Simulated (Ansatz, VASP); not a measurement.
**Cross-check of CdAgCl3 between VASP and Ansatz**

Wanted: the spread between two codes on one cell, functional and k mesh. The cell is generated by rule, not measured, and may not be a known phase. The cell is taken from a series of runs on this material, whose earlier steps may have relaxed, scaled, displaced or heated it; both programs get it as it stands.

Main program and level: Ansatz 0.2.0; plane waves, with VASP 6.6.1 beside it; zone-centre phonons at PBEsol.

The structure was built from a prototype and need not be the compound's stable phase.

## Step 1: Set-up

It takes space group P4/mmm (No. 123, tetragonal). The conventional cell has a = 5.281 Å, b = 5.281 Å, c = 5.025 Å, α = 90.00°, β = 90.00°, γ = 90.00°. Nearest to Ag lie 4 Cl at 2.64 Å. Nearest to Cd lie 6 Cl at 2.51 to 2.64 Å. Nearest to Cl lie 2 Ag at 2.64 Å and 2 Cd at 2.64 Å. Nearest to Cl lie 2 Cd at 2.51 Å. Farther neighbours and most contacts between anions are not listed.

## Step 2: Ansatz: zone-centre phonons, PBEsol

Ansatz runs on its default PAW (the set named soft_2) files.

Second derivatives magnify differences that forces hide, and they need a tight electronic threshold.

input.yaml reads:

```yaml
crystal:
  lattice:
    - [5.2811107647, 0.0, 0.0]
    - [0.0, 5.2811107647, 0.0]
    - [0.0, 0.0, 5.0249406892]
  atoms:
    - { symbol: Ag, position: [0.0, 0.0, 0.0] }
    - { symbol: Cd, position: [0.5, 0.5, 0.0] }
    - { symbol: Cl, position: [0.5, 0.0, 0.0] }
    - { symbol: Cl, position: [0.5, 0.5, 0.5] }
    - { symbol: Cl, position: [0.0, 0.5, 0.0] }
kpoints:
  mp_grid: { grid: [6, 6, 6] }
hamiltonian:
  xc: pbesol
scf:
  occupations: { method: fixed }
output:
  eigenvalues: true
phonons:
  method: dfpt
```

The run is started by

```bash
$ ansatz run input.yaml --threads 8 --pin off --max-ram 14336MiB --backend cpu --events-out ev --progress --plain --runs-dir out
```

Numbers of over 12 decimals in the logs are rounded to 6 here.

The program printed:

```text
zone centre: on kpoints.mp_grid the ground state, and the responses unless they are solved on pairs of k-points, stand on 64 of the mesh's 216 k-points, reduced under 8 symmetry operations, with k and −k counted as one. Each operation leaves every solved displacement unchanged or reverses it
Engine: ansatz 0.2.0, aarch64-unknown-linux-gnu
Pseudopotentials: kind: paw
Pseudopotential: Ag, paw, valence charge 19, recommended cutoff 420 eV (normal), Ag.paw.azcp
Pseudopotential: Cd, paw, valence charge 20, recommended cutoff 420 eV (normal), Cd.paw.azcp
Pseudopotential: Cl, paw, valence charge 7, recommended cutoff 420 eV (normal), Cl.paw.azcp
Functional definition: PBEsol
  exchange = pbesol_x
  correlation = pbesol_c
Crystal: 5 atoms, lattice volume = 140.146 Å³
Basis set: ecut = 420 eV, 2729 PW (Γ), exchange–correlation on 72×72×72 points (8 copies of the dense FFT grid, shifted against one another)
Bands: 36, of which v1, the nominal top of the filled ones, is band 30 counted from 1 (29 counted from 0)
Symmetry: 16 space group operations
k-points: 64 of 216 (irreducible under 8 space group operations)
Non-local potential: Ag, projectors of the file, l = 0: 3, l = 1: 2, l = 2: 2, l = 3: 1
Non-local potential: Cd, projectors of the file, l = 0: 3, l = 1: 2, l = 2: 2, l = 3: 1
Non-local potential: Cl, projectors of the file, l = 0: 2, l = 1: 2, l = 2: 2
PAW form: soft (Blöchl's): semilocal exchange-correlation on the pseudo side does not see the compensation charge
PAW frozen core: Ag, regenerated for the run's functional, and the local potential with it (the file was generated under x = pbe(κ = 0.804, μ = 0.219515), c = pbe(β = 0.066725))
PAW frozen core: Cd, regenerated for the run's functional, and the local potential with it (the file was generated under x = pbe(κ = 0.804, μ = 0.219515), c = pbe(β = 0.066725))
PAW frozen core: Cl, regenerated for the run's functional, and the local potential with it (the file was generated under x = pbe(κ = 0.804, μ = 0.219515), c = pbe(β = 0.066725))
PAW one-centre angular grid: Ag, 590 points (default); XC on 64 Gauss nodes
PAW one-centre angular grid: Cd, 590 points (default); XC on 64 Gauss nodes
PAW one-centre angular grid: Cl, 110 points (default); XC on 64 Gauss nodes
Initial density: superposition of atomic densities (neutral atoms: chi_scale 0, normalization atom), corrected by the library's trained network
Initial wavefunctions: pseudopotential atomic-orbital guess
Functional: x = pbesol(κ = 0.804, μ = 0.123457), c = pbesol(β = 0.046)
SCF iter   1: F=—  HF=-18891.997501 eV  |F-HF|=—  |Δ(HF+E_count)|=         —  Δρ=4.38e-3  dr2=2.95e-2  ethr=1.77e-3  ⟨swp⟩=5.0  Hψ=7972  notcnv=0  defer=241
preconditioner: auto → Resta (q_TF=auto, 2.369 Å⁻¹)  ε∞=4.5  [insulator: Δε(μ)=0.168 eV  Ē_g=11.076 eV  n_scr=26 (ndim 8)  ℏωp=20.8 eV  f_vac=0.238  ε∞_Penn≈4.5]
SCF iter   2: F=—  HF=-18891.989289 eV  |F-HF|=—  |Δ(HF+E_count)|=   8.21e-3  Δρ=1.81e-3  dr2=5.36e-3  ethr=4.92e-5  ⟨swp⟩=2.3  Hψ=4135  notcnv=0  defer=254
SCF iter   3: F=—  HF=-18891.987931 eV  |F-HF|=—  |Δ(HF+E_count)|=   1.36e-3  Δρ=4.59e-4  dr2=2.51e-4  ethr=8.94e-6  ⟨swp⟩=2.0  Hψ=3727  notcnv=0  defer=254
SCF iter   4: F=—  HF=-18891.987935 eV  |F-HF|=—  |Δ(HF+E_count)|=   4.58e-6  Δρ=1.72e-4  dr2=5.63e-5  ethr=4.18e-7  ⟨swp⟩=2.0  Hψ=3841  notcnv=0  defer=233
SCF iter   5: F=—  HF=-18891.987933 eV  |F-HF|=—  |Δ(HF+E_count)|=   2.06e-6  Δρ=4.76e-5  dr2=5.04e-6  ethr=9.39e-8  ⟨swp⟩=2.0  Hψ=3160  notcnv=0  defer=130
SCF iter   6: F=—  HF=-18891.987938 eV  |F-HF|=—  |Δ(HF+E_count)|=   4.78e-6  Δρ=2.31e-5  dr2=8.39e-7  ethr=8.40e-9  ⟨swp⟩=2.1  Hψ=3649  notcnv=0  defer=102
SCF iter   7: F=—  HF=-18891.987938 eV  |F-HF|=—  |Δ(HF+E_count)|=   1.83e-7  Δρ=7.05e-6  dr2=9.64e-8  ethr=1.40e-9  ⟨swp⟩=2.0  Hψ=3986  notcnv=0  defer=102
SCF iter   8: F=—  HF=-18891.987938 eV  |F-HF|=—  |Δ(HF+E_count)|=   1.35e-7  Δρ=2.60e-6  dr2=1.01e-8  ethr=1.61e-10  ⟨swp⟩=2.0  Hψ=3957  notcnv=0  defer=102
SCF iter   9: F=—  HF=-18891.987939 eV  |F-HF|=—  |Δ(HF+E_count)|=   2.01e-8  Δρ=5.42e-7  dr2=7.87e-10  ethr=1.68e-11  ⟨swp⟩=2.0  Hψ=3464  notcnv=0  defer=102
SCF iter  10: F=-18891.987939 eV  HF=-18891.987939 eV  |F-HF|=2.55e-11  |Δ(HF+E_count)|=   2.16e-9  Δρ=2.03e-7  dr2=9.14e-11  ethr=1.00e-12  ⟨swp⟩=13.7  Hψ=14104  notcnv=0
SCF 1 converged in 10 iterations: F = -18891.987939 eV  dr2 = 9.14e-11
  greatest PAW one-centre occupation: 1.001 electrons in one spin orbital (limit 2), on the Ag atom at site 0 (counted from 0), in its partial waves of l = 0
DFPT response loops at Γ: preconditioner auto → none (the input reference at scf.mixing.eps_inf says where Resta's filter doesn't serve); β = 0.50; Broyden in place of MSR1
SCF converged after 10 iterations
Free energy (F): -18891.987939 eV
Harris-Foulkes:  -18891.987939 eV  (|F-HF|=2.55e-11)
Internal energy: -18891.987939 eV  (E = F + TS)
E sigma→0 (E₀):  -18891.987939 eV
Fermi energy:    4.539077 eV
--- Per-component energies (eV) ---
  E_band       = -1070.517141
  E_kinetic    = 1514.674786
  E_local      = -9344.475307  (includes V_loc(G=0)·N_el)
  E_nonlocal   = 212.226374
  E_hartree    = 4156.027981
  E_xc         = -672.857686
  E_vxc        = -813.875779  (∫ρ·V_xc dr)
  E_paw        = -9779.264239  (= ΣΔE_a)
  E_vpaw       = -951.123448  (= ΣTr[D̂ρ^β])
  E_aug_tail   = 0.000585  (compensation charges beyond the density's cutoff)
  E_ewald      = -4979.220428
  E_core_change = 0.899995  (= ΣΔE_core)
  E_smearing   = -0.000000  (= −TS)
  E_closure    = -0.000000  (closes the sum)
  Σ components = -18891.987939   (vs F -18891.987939, Δ=0.00e0)
--- Band table (eV; the first three rows and the last of 64) ---
  k-point 0: bands = [... 26 lower, 1.9980, 2.1932, 2.8053, 2.8053, 4.7162, 5.7116, 10.7917, 12.2012, ... 2 higher]
  k-point 1: bands = [... 26 lower, 1.9451, 1.9638, 2.7841, 2.7841, 5.3736, 5.8580, 10.3986, 12.3660, ... 2 higher]
  k-point 2: bands = [... 26 lower, 1.7627, 1.8969, 2.7402, 2.7402, 6.0220, 6.9652, 9.7075, 12.5752, ... 2 higher]
  k-point 63: bands = [... 26 lower, 3.2330, 3.2330, 3.4792, 4.5391, 8.1261, 8.7550, 8.7550, 9.8841, ... 2 higher]
--- Phonons (Γ-DFPT): 9 representative perturbations + reference, on 64 of 216 k-points (Σ response iterations 27) ---
  k mesh reduced under 8 symmetry operations, with k and −k counted as one. Each operation leaves every solved displacement unchanged or reverses it
  ASR residual: 3.203e-4 → 0.000e0 eV/Å²; symmetrization residual: 2.941e-5 eV/Å²
  ASR residual per site (eV/Å²): 2.79e-5 5.80e-5 2.08e-4 3.20e-4 2.08e-4
  Γ frequencies (cm⁻¹): -16.29 -16.29 0.00 0.00 0.00 13.51 53.93 53.93 54.35 70.18 159.51 159.51 222.18 222.18 277.63
  non-analytic LO–TO correction: not included (Born effective charges unavailable; polar crystals: no LO–TO splitting at Γ)
```

In the SCF lines HF is the Harris–Foulkes energy and dr2 the Hartree energy of the density residual, in eV; the loop may stop once dr2 is under the threshold and the program's other checks hold. Hψ counts applications of the Hamiltonian.

## Step 3: VASP: zone-centre phonons, PBEsol

The same cell, functional and mesh now go to VASP, with its own data sets.

Lines of VASP's logs that name or quote its potential files are left out, and so is its time.

INCAR reads:

```
SYSTEM = CdAgCl3
PREC = Accurate
ENCUT = 500
EDIFF = 1E-08
NELM = 120
ISMEAR = 0
SIGMA = 0.01
LREAL = .FALSE.
ALGO = Normal
GGA = PS
NBANDS = 28
LASPH = .TRUE.
LORBIT = 11
LWAVE = .FALSE.
LCHARG = .FALSE.
ISIF = 2
IBRION = 8
GGA_COMPAT = .FALSE.
EFERMI = MIDGAP
KPAR = 2
```

POSCAR reads:

```
CdAgCl3
1.0
    5.2811107647      0.0000000000      0.0000000000
    0.0000000000      5.2811107647      0.0000000000
    0.0000000000      0.0000000000      5.0249406892
Ag Cd Cl
1 1 3
Direct
    0.0000000000      0.0000000000      0.0000000000
    0.5000000000      0.5000000000      0.0000000000
    0.5000000000      0.0000000000      0.0000000000
    0.5000000000      0.5000000000      0.5000000000
    0.0000000000      0.5000000000      0.0000000000
```

KPOINTS reads:

```
Automatic mesh
0
Gamma
6 6 6
0 0 0
```

The projector-augmented-wave data sets are Ag, Cd and Cl (PBE family, release 64).

The run is started by

```bash
$ mpirun -np 2 vasp_std
```

The program printed:

```text
[banner, memory and clock lines left out]
running    2 mpi-ranks, on    1 nodes
 distrk:  each k-point on    1 cores,    2 groups
 distr:  one band on    1 cores,    1 groups

 POSCAR found type information on POSCAR AgCdCl
 POSCAR found :  3 types and       5 ions
|                                                                             |
|               ----> ADVICE to this user running VASP <----                  |
|                                                                             |
|     You enforced a specific xc type in the INCAR file but a different       |
|     [... a line on the potential file left out ...]
|     I HOPE YOU KNOW WHAT YOU ARE DOING!                                     |
|                                                                             |

 LDA part: xc-table for (Slater+PW92), standard interpolation
 POSCAR, INCAR and KPOINTS ok, starting setup
 FFT: planning ... GRIDC
 FFT: planning ... GRID_SOFT
 FFT: planning ... GRID
 WAVECAR not read
 entering main loop
       N       E                     dE             d eps       ncg     rms          rms(c)
DAV:   1     0.316320735624E+03    0.31632E+03   -0.20274E+04  2248   0.135E+03
DAV:   2     0.855980093984E+01   -0.30776E+03   -0.29862E+03  2800   0.312E+02
DAV:   3    -0.143732249616E+02   -0.22933E+02   -0.22811E+02  2628   0.862E+01
DAV:   4    -0.147336057477E+02   -0.36038E+00   -0.35995E+00  2640   0.115E+01
DAV:   5    -0.147409626465E+02   -0.73569E-02   -0.73561E-02  2712   0.168E+00    0.106E+01
DAV:   6    -0.138238498234E+02    0.91711E+00   -0.17710E+00  2876   0.157E+01    0.799E+00
DAV:   7    -0.137293515495E+02    0.94498E-01   -0.81142E-01  2580   0.619E+00    0.373E+00
DAV:   8    -0.137214485636E+02    0.79030E-02   -0.14717E-01  2616   0.386E+00    0.719E-01
DAV:   9    -0.137188467958E+02    0.26018E-02   -0.16650E-02  2532   0.169E+00    0.237E-01
DAV:  10    -0.137193307249E+02   -0.48393E-03   -0.24314E-03  2516   0.287E-01    0.867E-02
DAV:  11    -0.137194957503E+02   -0.16503E-03   -0.35454E-04  2500   0.206E-01    0.546E-02
DAV:  12    -0.137195863712E+02   -0.90621E-04   -0.15839E-04  2460   0.125E-01    0.219E-02
DAV:  13    -0.137195972628E+02   -0.10892E-04   -0.35818E-05  2564   0.597E-02    0.654E-03
DAV:  14    -0.137195992789E+02   -0.20161E-05   -0.44377E-06  2464   0.136E-02    0.411E-03
DAV:  15    -0.137195997304E+02   -0.45145E-06   -0.17564E-06  2528   0.122E-02    0.133E-03
DAV:  16    -0.137195997986E+02   -0.68223E-07   -0.24373E-07  2444   0.353E-03    0.956E-04
DAV:  17    -0.137195997987E+02   -0.77762E-10   -0.42255E-08  2196   0.172E-03
   1 F= -.13719600E+02 E0= -.13719600E+02  d E =-.286009E-34
 Linear response reoptimize wavefunctions to high precision
DAV:   1    -0.137195998012E+02   -0.24825E-08   -0.29584E-08  2436   0.206E-03
DAV:   2    -0.137195998015E+02   -0.37517E-09   -0.36617E-09  1716   0.367E-04
DAV:   3    -0.137195998016E+02   -0.79581E-10   -0.25288E-10  1380   0.873E-05
 Linear response DOF=           9
 Linear response progress:
  Degree of freedom:   1/  9
       N       E                     dE             d eps       ncg     rms          rms(c)
RMM:   1    -0.312817787386E+00   -0.31282E+00   -0.22164E-01  5863   0.246E+00
RMM:   2    -0.308284071799E+00    0.45337E-02   -0.33862E-03  5566   0.278E-01    0.865E-02
RMM:   3    -0.308241703287E+00    0.42369E-04   -0.82491E-05  5947   0.401E-02    0.557E-02
RMM:   4    -0.308178957370E+00    0.62746E-04   -0.11204E-05  5830   0.171E-02    0.246E-03
RMM:   5    -0.308186487606E+00   -0.75302E-05   -0.44788E-07  5916   0.295E-03    0.178E-03
RMM:   6    -0.308192687318E+00   -0.61997E-05   -0.17089E-07  5734   0.187E-03    0.360E-04
RMM:   7    -0.308194976483E+00   -0.22892E-05   -0.28624E-08  6009   0.676E-04    0.220E-04
RMM:   8    -0.308194844739E+00    0.13174E-06   -0.37802E-09  5905   0.194E-04    0.101E-04
RMM:   9    -0.308194109831E+00    0.73491E-06   -0.38049E-09  5939   0.182E-04    0.271E-05
RMM:  10    -0.308194037996E+00    0.71835E-07   -0.12622E-08  6183   0.476E-05    0.159E-05
RMM:  11    -0.308194031723E+00    0.62728E-08   -0.28326E-08  6144   0.260E-05    0.416E-06
 first order change of Fermi-energy  -0.33486E-04
 force on displaced ion       1 direction 1 :  -2.514   0.000   0.000
 Linear response progress:
  Degree of freedom:   2/  9
       N       E                     dE             d eps       ncg     rms          rms(c)
RMM:   1    -0.309029253029E+00   -0.30903E+00   -0.20637E-01  3655   0.237E+00
RMM:   2    -0.308009439048E+00    0.10198E-02   -0.20348E-03  3511   0.236E-01    0.296E-02
RMM:   3    -0.307808847121E+00    0.20059E-03   -0.36725E-05  3662   0.291E-02    0.195E-02
RMM:   4    -0.307511191217E+00    0.29766E-03   -0.27548E-05  3379   0.215E-02    0.317E-03
RMM:   5    -0.307526681031E+00   -0.15490E-04   -0.10176E-06  3652   0.458E-03    0.188E-03
[...]
RMM:  10    -0.307500064916E+00   -0.17133E-07   -0.24107E-09  3718   0.383E-05    0.908E-06
RMM:  11    -0.307500125671E+00   -0.60755E-07    0.13341E-10  3651   0.188E-05    0.203E-06
RMM:  12    -0.307500125891E+00   -0.22053E-09   -0.63387E-10  3295   0.877E-06    0.942E-07
 first order change of Fermi-energy  -0.46613E-04
 force on displaced ion       1 direction 3 :   0.000   0.000  -0.247
 Linear response progress:
  Degree of freedom:   3/  9
[...]
force on displaced ion       2 direction 3 :  -0.000  -0.000  -5.559
 Linear response progress:
  Degree of freedom:   5/  9
       N       E                     dE             d eps       ncg     rms          rms(c)
RMM:   1    -0.202001569420E+00   -0.20200E+00    0.37219E-02  7271   0.189E+00
RMM:   2    -0.200275924715E+00    0.17256E-02   -0.31453E-03  5594   0.278E-01    0.924E-02
RMM:   3    -0.200561980926E+00   -0.28606E-03   -0.24109E-04  5716   0.615E-02    0.468E-02
RMM:   4    -0.200766590132E+00   -0.20461E-03   -0.83947E-05  5762   0.312E-02    0.106E-02
RMM:   5    -0.200715546941E+00    0.51043E-04   -0.42795E-06  6001   0.943E-03    0.267E-03
RMM:   6    -0.200729624277E+00   -0.14077E-04   -0.27593E-07  5685   0.204E-03    0.173E-03
RMM:   7    -0.200731442270E+00   -0.18180E-05   -0.88165E-08  5941   0.139E-03    0.190E-04
RMM:   8    -0.200729123666E+00    0.23186E-05   -0.30014E-09  5918   0.398E-04    0.113E-04
RMM:   9    -0.200729621477E+00   -0.49781E-06   -0.41860E-09  5913   0.174E-04    0.345E-05
RMM:  10    -0.200729634001E+00   -0.12524E-07   -0.82387E-08  6080   0.113E-04    0.101E-05
RMM:  11    -0.200729633749E+00    0.25156E-09   -0.42303E-08  6225   0.268E-05    0.523E-06
 first order change of Fermi-energy   0.22915E-03
 force on displaced ion       3 direction 1 :  -3.027   0.000   0.000
 Linear response progress:
  Degree of freedom:   6/  9
       N       E                     dE             d eps       ncg     rms          rms(c)
RMM:   1    -0.202775777392E+00   -0.20278E+00    0.43961E-02  7348   0.199E+00
RMM:   2    -0.201688524076E+00    0.10873E-02   -0.37118E-03  5580   0.292E-01    0.117E-01
RMM:   3    -0.202108636859E+00   -0.42011E-03   -0.30155E-04  5601   0.744E-02    0.560E-02
RMM:   4    -0.202422098469E+00   -0.31346E-03   -0.10219E-04  5666   0.378E-02    0.139E-02
RMM:   5    -0.202386750759E+00    0.35348E-04   -0.69053E-06  5941   0.129E-02    0.335E-03
RMM:   6    -0.202399641387E+00   -0.12891E-04   -0.27785E-07  5896   0.226E-03    0.206E-03
RMM:   7    -0.202407312293E+00   -0.76709E-05   -0.12260E-07  6041   0.146E-03    0.229E-04
RMM:   8    -0.202406655671E+00    0.65662E-06   -0.50030E-09  6115   0.287E-04    0.214E-04
RMM:   9    -0.202406945235E+00   -0.28956E-06   -0.41157E-09  5937   0.193E-04    0.922E-05
RMM:  10    -0.202406969702E+00   -0.24467E-07   -0.12467E-09  6218   0.485E-05    0.143E-05
RMM:  11    -0.202406832943E+00    0.13676E-06    0.13707E-08  5918   0.307E-05    0.797E-06
RMM:  12    -0.202406865495E+00   -0.32552E-07   -0.82464E-08  5817   0.162E-05    0.224E-06
RMM:  13    -0.202406887866E+00   -0.22371E-07   -0.16000E-08  5531   0.152E-05    0.562E-07
RMM:  14    -0.202406881980E+00    0.58863E-08   -0.13217E-08  4073   0.127E-05    0.241E-07
 first order change of Fermi-energy  -0.85072E-04
 force on displaced ion       3 direction 2 :   0.000  -5.328   0.000
 Linear response progress:
  Degree of freedom:   7/  9
       N       E                     dE             d eps       ncg     rms          rms(c)
RMM:   1    -0.201642590675E+00   -0.20164E+00    0.12762E-02  7192   0.188E+00
RMM:   2    -0.200744684416E+00    0.89791E-03   -0.23018E-03  5620   0.254E-01    0.537E-02
RMM:   3    -0.200800624390E+00   -0.55940E-04   -0.56426E-05  5798   0.396E-02    0.321E-02
RMM:   4    -0.200951552133E+00   -0.15093E-03   -0.11010E-05  5843   0.161E-02    0.679E-03
RMM:   5    -0.200987422081E+00   -0.35870E-04   -0.47895E-07  5925   0.325E-03    0.253E-03
RMM:   6    -0.200988891144E+00   -0.14691E-05   -0.12038E-07  5633   0.150E-03    0.330E-04
RMM:   7    -0.200984652661E+00    0.42385E-05   -0.19444E-08  5824   0.509E-04    0.146E-04
RMM:   8    -0.200984649699E+00    0.29617E-08   -0.85370E-09  5707   0.196E-04    0.682E-05
 first order change of Fermi-energy   0.77969E-04
 force on displaced ion       3 direction 3 :   0.000   0.000  -0.522
 Linear response progress:
  Degree of freedom:   8/  9
       N       E                     dE             d eps       ncg     rms          rms(c)
RMM:   1    -0.203577456823E+00   -0.20358E+00   -0.10748E-02  7224   0.166E+00
RMM:   2    -0.202394648234E+00    0.11828E-02   -0.28635E-03  5575   0.247E-01    0.485E-02
RMM:   3    -0.202647715945E+00   -0.25307E-03   -0.62306E-05  5819   0.373E-02    0.297E-02
RMM:   4    -0.202983250661E+00   -0.33553E-03   -0.38909E-05  5642   0.214E-02    0.797E-03
RMM:   5    -0.202949692741E+00    0.33558E-04   -0.16063E-06  5840   0.538E-03    0.339E-03
RMM:   6    -0.202938304765E+00    0.11388E-04   -0.21694E-07  5773   0.204E-03    0.107E-03
RMM:   7    -0.202946975621E+00   -0.86709E-05   -0.13217E-07  5560   0.134E-03    0.295E-04
RMM:   8    -0.202940831849E+00    0.61438E-05   -0.17312E-08  5716   0.523E-04    0.153E-04
RMM:   9    -0.202943319849E+00   -0.24880E-05   -0.74870E-09  5634   0.318E-04    0.310E-05
RMM:  10    -0.202943040246E+00    0.27960E-06   -0.16530E-09  6169   0.668E-05    0.166E-05
RMM:  11    -0.202943049157E+00   -0.89106E-08   -0.32585E-09  6074   0.312E-05    0.560E-06
 first order change of Fermi-energy   0.61124E-04
 force on displaced ion       4 direction 1 :  -0.136   0.000   0.000
 Linear response progress:
  Degree of freedom:   9/  9
       N       E                     dE             d eps       ncg     rms          rms(c)
RMM:   1    -0.200554666903E+00   -0.20055E+00    0.55680E-02  4431   0.184E+00
RMM:   2    -0.200832111327E+00   -0.27744E-03   -0.38645E-03  3456   0.282E-01    0.183E-01
RMM:   3    -0.201388993941E+00   -0.55688E-03   -0.73616E-04  3345   0.102E-01    0.858E-02
RMM:   4    -0.201821934893E+00   -0.43294E-03   -0.26192E-04  3494   0.551E-02    0.218E-02
RMM:   5    -0.201701425913E+00    0.12051E-03   -0.21082E-05  3564   0.191E-02    0.608E-03
RMM:   6    -0.201731729250E+00   -0.30303E-04   -0.10297E-06  3657   0.396E-03    0.362E-03
RMM:   7    -0.201762611816E+00   -0.30883E-04   -0.10987E-06  3521   0.356E-03    0.549E-04
RMM:   8    -0.201761820877E+00    0.79094E-06   -0.20957E-08  3713   0.741E-04    0.465E-04
RMM:   9    -0.201759415555E+00    0.24053E-05   -0.85549E-09  3659   0.409E-04    0.398E-04
RMM:  10    -0.201759169909E+00    0.24565E-06    0.15721E-08  3739   0.125E-04    0.533E-05
RMM:  11    -0.201759311026E+00   -0.14112E-06    0.26731E-08  3726   0.429E-05    0.185E-05
RMM:  12    -0.201759311098E+00   -0.71565E-10    0.68631E-09  3861   0.141E-05    0.872E-06
 first order change of Fermi-energy  -0.57037E-03
 force on displaced ion       4 direction 3 :   0.000   0.000  -8.659
 Linear response finished
```

(Part 1 of 2 ends here.)

[Lines on the potential files, build, host, timing and source positions are cut from VASP's logs without a mark.]

[Logs are printed without paths, hosts, clocks, repeated set-up lines and the standing remarks that a program may print on its own settings, such as how far it seeks lower states.]

[Hosts, paths, dates, database ids (printed as entryN), source tags and the programs' standing remarks are cut or masked in the printed files.]
